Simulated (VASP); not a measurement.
TeAu3I, 5 atoms in the cell. It takes space group Pm-3m (No. 221, cubic). The conventional cell has a = 6.628 Å, b = 6.628 Å, c = 6.628 Å, α = 90.00°, β = 90.00°, γ = 90.00°. Te (site symmetry m-3m) is surrounded by 6 Au at 3.31 Å. Au (site symmetry 4/mmm) is surrounded by 2 Te at 3.31 Å. The cell comes from a database or a generator and needn't be the stable form of this composition.

- Program: VASP 6.6.1
- Task: single point
- Functional: PBEsol
- Potentials or basis: VASP PAW PBE potentials, release 64 (I, Te, Au)
- Cutoff: 520 eV
- k mesh: 4 × 4 × 4
- Occupations: gaussian, width 0.05 eV
- Spin: no spin polarisation
- Dipole correction: no
- Further INCAR settings: ALGO = Normal; EDIFF = 1e-06; NBANDS = 31

Potentials or basis: VASP PAW PBE potentials, release 64 (I, Te, Au).

Run with:

```bash
$ cat potpaw_PBE.64/I/POTCAR potpaw_PBE.64/Te/POTCAR potpaw_PBE.64/Au/POTCAR > POTCAR
$ mpirun -np 1 vasp_std > vasp.out
```

Hardware: 1 thread of Intel(R) Xeon(R) 6975P-C (Granite Rapids) (shared host).

Q: How long does it take, and how much memory?

A: It took 56 s on 1 thread of Intel(R) Xeon(R) 6975P-C (Granite Rapids) (shared host), peak memory 0.39 GiB. Counts: scf iterations 14, k points 10.
